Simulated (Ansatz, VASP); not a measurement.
# AgH3Pb in two plane-wave programs, part 2 of 2

Aim: how closely do two programs agree when they are given the same cell, functional and k mesh? The cell is generated by rule, not measured, and may not be a known phase. The cell is taken from a series of runs on this material, whose earlier steps may have relaxed, scaled, displaced or heated it; both programs get it as it stands.

VASP 6.6.1 and Ansatz 0.2.0.

So far: The structure; VASP: relaxation of cell and atoms, PBEsol.

The structure was built from a prototype and need not be the compound's stable phase.

**3. Ansatz: relaxation of cell and atoms, PBEsol**

Level of this step: Ansatz beside VASP: Kohn-Sham DFT, plane waves, PBEsol (Ansatz).

Ansatz runs on its PAW soft_1 files.

The same cell, functional, mesh and smearing now go to Ansatz, which takes its cutoff from its data sets.

File input.yaml:

```yaml
crystal:
  lattice:
    - [4.1073544513, -2.6487225157, 0.0]
    - [4.1073544513, 2.6487225157, 0.0]
    - [-2.8662763218, 0.0, 6.5090745209]
  atoms:
    - { symbol: Ag, position: [0.7984397948, 0.2015602052, 0.5] }
    - { symbol: Ag, position: [0.2697320749, 0.7302679251, 0.0] }
    - { symbol: Pb, position: [0.505953253, 0.9811300468, 0.7474225119] }
    - { symbol: Pb, position: [0.0188699532, 0.494046747, 0.2525774881] }
    - { symbol: H, position: [0.4518641164, 0.5481358836, 0.5] }
    - { symbol: H, position: [0.5974284895, 0.4025715105, 0.0] }
    - { symbol: H, position: [0.644114321, 0.9094731619, 0.3586204482] }
    - { symbol: H, position: [0.1691122277, 0.0532573142, 0.9033669973] }
    - { symbol: H, position: [0.9467426858, 0.8308877723, 0.0966330027] }
    - { symbol: H, position: [0.0905268381, 0.355885679, 0.6413795518] }
kpoints:
  mp_grid: { grid: [8, 8, 6] }
hamiltonian:
  xc: pbesol
  pseudopotentials: { kind: paw, azcp: { folder: soft_1 }, xc_functional: pbe }
scf:
  occupations: { method: methfessel_paxton, width: 0.2 }
output:
  forces: true
  stress: true
  eigenvalues: true
relax:
  adjacent_minimum: "off"
  f_tol: 0.001
  max_steps: 60
  cell: { stress_tol: 0.01 }
```

Launch:

```
> ansatz run input.yaml --threads 4 --pin off --max-ram 16384MiB --backend cpu --events-out ev --progress --plain --runs-dir out
```

Numbers of over 12 decimals in the logs are rounded to 6 here.

The program printed:

```text
Engine: ansatz 0.2.0, aarch64-unknown-linux-gnu
Pseudopotentials: kind: paw
Pseudopotential: Ag, paw, valence charge 19, recommended cutoff 420 eV (normal), soft_1/Ag.paw.azcp
Pseudopotential: Pb, paw, valence charge 14, recommended cutoff 420 eV (normal), soft_1/Pb.paw.azcp
Pseudopotential: H, paw, valence charge 1, recommended cutoff 420 eV (normal), soft_1/H.paw.azcp
Functional definition: PBEsol
  exchange = pbesol_x
  correlation = pbesol_c
Crystal: 10 atoms, lattice volume = 141.628 Å³
Basis set: ecut = 420 eV, 2759 PW (Γ), exchange–correlation on 72×72×96 points (8 copies of the dense FFT grid, shifted against one another)
Bands: 46, of which v1, the nominal top of the filled ones, is band 36 counted from 1 (35 counted from 0)
Symmetry: 2 space group operations
Space group: C2 (ITA 5), of the structure as read, at distance tolerance 5.2e-5 Å
k-points: 114 of 384 (time reversal used)
Non-local potential: Ag, projectors of the file, l = 0: 3, l = 1: 2, l = 2: 2, l = 3: 1
Non-local potential: Pb, projectors of the file, l = 0: 2, l = 1: 2, l = 2: 2, l = 3: 1
Non-local potential: H, projectors of the file, l = 0: 2, l = 1: 1
PAW form: soft (Blöchl's): semilocal exchange-correlation on the pseudo side does not see the compensation charge
PAW frozen core: Ag, regenerated for the run's functional, and the local potential with it (the file was generated under x = pbe(κ = 0.804, μ = 0.219515), c = pbe(β = 0.066725))
PAW frozen core: Pb, regenerated for the run's functional, and the local potential with it (the file was generated under x = pbe(κ = 0.804, μ = 0.219515), c = pbe(β = 0.066725))
PAW one-centre angular grid: Ag, 590 points (default); XC on 64 Gauss nodes
PAW one-centre angular grid: Pb, 590 points (default); XC on 64 Gauss nodes
PAW one-centre angular grid: H, 110 points (default); XC on 64 Gauss nodes
Initial density: superposition of atomic densities (chi_scale 0.1, normalization cell, long waves kept (reshape's long-wave potential 0.00 eV rms))
Initial wavefunctions: pseudopotential atomic-orbital guess
Functional: x = pbesol(κ = 0.804, μ = 0.123457), c = pbesol(β = 0.046)
SCF iter   1: F=—  HF=-38651.378008 eV  |F-HF|=—  |Δ(HF+E_count)|=         —  Δρ=5.60e-2  dr2=5.37e0  ethr=3.10e-3  ⟨swp⟩=7.8  Hψ=22192  notcnv=0
preconditioner: auto → Kerker (q_TF=auto, 2.437 Å⁻¹)  [metal: Δε(μ)=0.121 eV  Ē_g=12.656 eV  σ=0.200 eV  W_gap=0.47  n_scr=30 (ndim 8)  ℏωp=23.3 eV  f_vac=0.000  D(μ)=0.13/eV (n_scr^D=0)]
SCF iter   2: F=—  HF=-38650.044154 eV  |F-HF|=—  |Δ(HF+E_count)|=    1.33e0  S|Δr|=    0.00e0  Δρ=2.91e-2  dr2=1.77e0  ethr=3.10e-3  ⟨swp⟩=3.1  Hψ=9600  notcnv=0  defer=377
SCF iter   3: F=—  HF=-38649.407242 eV  |F-HF|=—  |Δ(HF+E_count)|=   6.37e-1  S|Δr|=    0.00e0  Δρ=9.39e-3  dr2=1.14e-1  ethr=2.46e-3  ⟨swp⟩=2.9  Hψ=7855  notcnv=0  defer=377
SCF iter   4: F=—  HF=-38649.386155 eV  |F-HF|=—  |Δ(HF+E_count)|=   2.11e-2  S|Δr|=    0.00e0  Δρ=3.67e-3  dr2=2.11e-2  ethr=1.58e-4  ⟨swp⟩=2.1  Hψ=10091  notcnv=0  defer=356
SCF iter   5: F=—  HF=-38649.384267 eV  |F-HF|=—  |Δ(HF+E_count)|=   1.89e-3  S|Δr|=    0.00e0  Δρ=7.97e-4  dr2=1.33e-3  ethr=2.94e-5  ⟨swp⟩=2.1  Hψ=6427  notcnv=0  defer=356
SCF iter   6: F=—  HF=-38649.384110 eV  |F-HF|=—  |Δ(HF+E_count)|=   1.57e-4  S|Δr|=    0.00e0  Δρ=2.02e-4  dr2=9.80e-5  ethr=1.85e-6  ⟨swp⟩=2.1  Hψ=6965  notcnv=0  defer=356
SCF iter   7: F=—  HF=-38649.384101 eV  |F-HF|=—  |Δ(HF+E_count)|=   9.10e-6  S|Δr|=    0.00e0  Δρ=6.17e-5  dr2=1.13e-5  ethr=1.36e-7  ⟨swp⟩=2.0  Hψ=7426  notcnv=0  defer=356
SCF iter   8: F=—  HF=-38649.384101 eV  |F-HF|=—  |Δ(HF+E_count)|=   1.42e-7  S|Δr|=    0.00e0  Δρ=2.71e-5  dr2=1.72e-6  ethr=1.57e-8  ⟨swp⟩=2.0  Hψ=6918  notcnv=0  defer=356
SCF iter   9: F=—  HF=-38649.384101 eV  |F-HF|=—  |Δ(HF+E_count)|=   4.33e-8  S|Δr|=    0.00e0  Δρ=2.28e-5  dr2=9.95e-7  ethr=2.39e-9  ⟨swp⟩=2.0  Hψ=8746  notcnv=0  defer=356
SCF iter  10: F=—  HF=-38649.384101 eV  |F-HF|=—  |Δ(HF+E_count)|=   1.86e-7  S|Δr|=    0.00e0  Δρ=5.21e-6  dr2=1.02e-7  ethr=1.38e-9  ⟨swp⟩=2.1  Hψ=8610  notcnv=0  defer=356
SCF iter  11: F=-38649.384101 eV  HF=-38649.384101 eV  |F-HF|=6.15e-9  |Δ(HF+E_count)|=   2.00e-9  S|Δr|=    0.00e0  Δρ=2.20e-6  dr2=1.72e-8  ethr=1.39e-10  ⟨swp⟩=11.7  Hψ=23825  notcnv=0
SCF 1 converged in 11 iterations: F = -38649.384101 eV  dr2 = 1.72e-8
  greatest PAW one-centre occupation: 1.001 electrons in one spin orbital (limit 2), on the Ag atom at site 0 (counted from 0), in its partial waves of l = 0
relax step   1: F+E_penalty+E_count = -38649.38410078 eV  Δ(F+E_penalty+E_count) = +0.000e0 eV  max|allowed force component| = 2.878e-3 eV/Å  Δτ_max = 0.0000 Å  P = -0.014 GPa  Ω = 141.628 Å³  (11 SCF iters, dr2 threshold 1.00e-7 eV, accepted)
[...]
relax step  12: F+E_penalty+E_count = -38649.38445971 eV  Δ(F+E_penalty+E_count) = -6.754e-7 eV  max|allowed force component| = 7.742e-4 eV/Å  Δτ_max = 0.0029 Å  P = -0.000 GPa  Ω = 141.295 Å³  energy of the carried Pulay correction = +1.697e-4 eV  (10 SCF iters, accepted)
[...]
relax step  13: F+E_penalty+E_count = -38649.38435168 eV  Δ(F+E_penalty+E_count) = +1.080e-4 eV  max|allowed force component| = 7.199e-4 eV/Å  Δτ_max = 0.0000 Å  P = -0.001 GPa  Ω = 141.295 Å³  stress off target by 8.13e-3 GPa  SCF on the basis re-selected at this cell (its energy is not comparable with the rows above)  (6 SCF iters)
basis re-selected at this cell: Δ(F+E_penalty+E_count) = +1.080e-4 eV, ΔP = -0.001 GPa vs the last step (what re-selecting the basis moved, of the pressure what is left beyond the Pulay correction that the steps carried, after the strain that the cell walked since its last selection, with what the two solves' SCF thresholds leave and, on support functions, any second-order correction that the steps lacked; it is no m [...]
SCF converged after 6 iterations
Stability not checked: this state was not tested for a lower state beside it, because cold or Methfessel-Paxton smearing, or corrected tetrahedra, fill the levels in a way that the test cannot read (fill_not_monotonic; see scf.lower_state_search)
Free energy (F): -38649.384352 eV
Harris-Foulkes:  -38649.384352 eV  (|F-HF|=7.28e-12)
Internal energy: -38649.384542 eV  (E = F + TS)
E sigma→0 (E₀):  -38649.384399 eV
Entropy (-TS):   0.000190 eV (0.019 meV/atom)
Fermi energy:    8.311971 eV
--- Per-component energies (eV) ---
  E_band       = -950.164628
  E_kinetic    = 1594.015818
  E_local      = -8627.326270  (includes V_loc(G=0)·N_el)
  E_nonlocal   = 686.066319
  E_hartree    = 3839.339948
  E_xc         = -775.233976
  E_vxc        = -743.798252  (∫ρ·V_xc dr)
  E_paw        = -28260.454149  (= ΣΔE_a)
  E_vpaw       = -1537.797821  (= ΣTr[D̂ρ^β])
  E_aug_tail   = -0.004361  (compensation charges beyond the density's cutoff)
  E_ewald      = -7106.557691
  E_core_change = 0.769821  (= ΣΔE_core)
  E_smearing   = 0.000190  (= −TS)
  E_closure    = 0.000000  (closes the sum)
  Σ components = -38649.384352   (vs F -38649.384352, Δ=0.00e0)
--- Forces (eV/Å), atoms counted from 1 ---
  atom   1  Ag     0.00000000    -0.00054631     0.00000000
  atom   2  Ag     0.00000000     0.00005379    -0.00000000
  atom   3  Pb     0.00048757    -0.00071988    -0.00000769
  atom   4  Pb    -0.00048757    -0.00071988     0.00000769
  atom   5  H      0.00000000     0.00032926     0.00000000
  atom   6  H      0.00000000     0.00006746     0.00000000
  atom   7  H      0.00037432     0.00035302     0.00013392
  atom   8  H     -0.00012561     0.00041477     0.00014994
  atom   9  H      0.00012561     0.00041477    -0.00014994
  atom  10  H     -0.00037432     0.00035302    -0.00013392
  max |Σ_I F_I| component: 7.25e-9 eV/Å
--- Stress (GPa, compression-positive) ---
       -0.000402       0.000000      -0.003176
        0.000000       0.004242       0.000000
       -0.003176       0.000000      -0.006821
  P = ⅓ Tr σ = -0.0010 GPa (-0.010 kbar)
--- Band table (eV; the first three rows and the last of 114) ---
  k-point 0: bands = [... 32 lower, 6.3412, 6.8525, 7.2921, 7.3122, 9.1964, 9.4452, 10.0598, 10.7081, ... 6 higher]
  k-point 1: bands = [... 32 lower, 6.3192, 6.7018, 7.0642, 7.4406, 9.3208, 9.6107, 10.1810, 10.6812, ... 6 higher]
  k-point 2: bands = [... 32 lower, 6.2388, 6.5294, 6.8987, 7.4264, 9.6551, 9.9952, 10.1743, 11.0331, ... 6 higher]
  k-point 113: bands = [... 32 lower, 5.4028, 5.9214, 5.9277, 6.4333, 8.0735, 9.1203, 11.5310, 12.2655, ... 6 higher]
--- Relaxed structure (12 steps of the walk, 9 accepted, 1 SCFs on fresh bases) ---
  F+E_penalty+E_count = -38649.38435168 eV   max|allowed force component| = 7.199e-4 eV/Å   (the final SCF, on the basis selected at the relaxed cell)
  cell:  # Å, volume = 141.2951 Å³
    - [4.087559, -2.670249, -0.018957]
    - [4.087559, 2.670249, -0.018957]
    - [-2.882505, 0.0, 6.486008]
  atoms:
    - { symbol: Ag, position: [0.801441, 0.198559, 0.5] }
    - { symbol: Ag, position: [0.268926, 0.731074, 4.336808689942018e-19] }
    - { symbol: Pb, position: [0.504464, 0.982405, 0.746758] }
    - { symbol: Pb, position: [0.017595, 0.495536, 0.253242] }
    - { symbol: H, position: [0.458040, 0.541960, 0.5] }
    - { symbol: H, position: [0.594744, 0.405256, 4.336808689942018e-19] }
    - { symbol: H, position: [0.639104, 0.910178, 0.354142] }
    - { symbol: H, position: [0.172236, 0.053588, 0.905130] }
    - { symbol: H, position: [0.946412, 0.827764, 0.094870] }
    - { symbol: H, position: [0.089822, 0.360896, 0.645858] }
```

Reading the cycles: dr2 is the Hartree energy of the density residual (eV), the measure of convergence; HF is the Harris–Foulkes estimate of the energy, which meets the free energy F at convergence.

**4. Comparison**

Known differences besides the potentials themselves: the data sets hold 72 valence electrons in Ansatz (on its PAW soft_1 files) and 56 in VASP; the cutoff is 420 eV in Ansatz and 500 eV in VASP; Ansatz makes its cores anew for this functional, VASP keeps those of its PBE data sets; Ansatz adds a Pulay correction to the stress that steers its cell, VASP none. Total energies have different zeros and are not compared.

Compared:

```csv
quantity,Ansatz,VASP,difference
volume (Å³),141.30,140.91,+0.27 %
"edge a after relaxation, in the typed setting (Å)",4.883,4.880,+0.04 %
"edge c after relaxation, in the typed setting (Å)",7.098,7.096,+0.03 %
```

**5. Outcome**

```yaml
difference_in_volume_relaxation_of_cell_and_atoms_pbesol: 0.27 %
```

**Reading.** The difference in volume is 0.27 % (relaxation of cell and atoms, PBEsol), within the 1.2 % picked in this series as the mark of a large difference, as far as the stopping tolerances let one tell. The data sets hold unlike numbers of valence electrons (72 in Ansatz and 56 in VASP), so part of the differences comes from the potentials. Such differences can come from data sets, numerical settings and the points named under the comparisons, not from the functional's error against experiment.

[Lines on the potential files, build, host, timing and source positions are cut from VASP's logs without a mark.]

[Logs are printed without paths, hosts, clocks, repeated set-up lines and the standing remarks that a program may print on its own settings, such as how far it seeks lower states.]

[Hosts, paths, dates, database ids (printed as entryN), source tags and the programs' standing remarks are cut or masked in the printed files.]
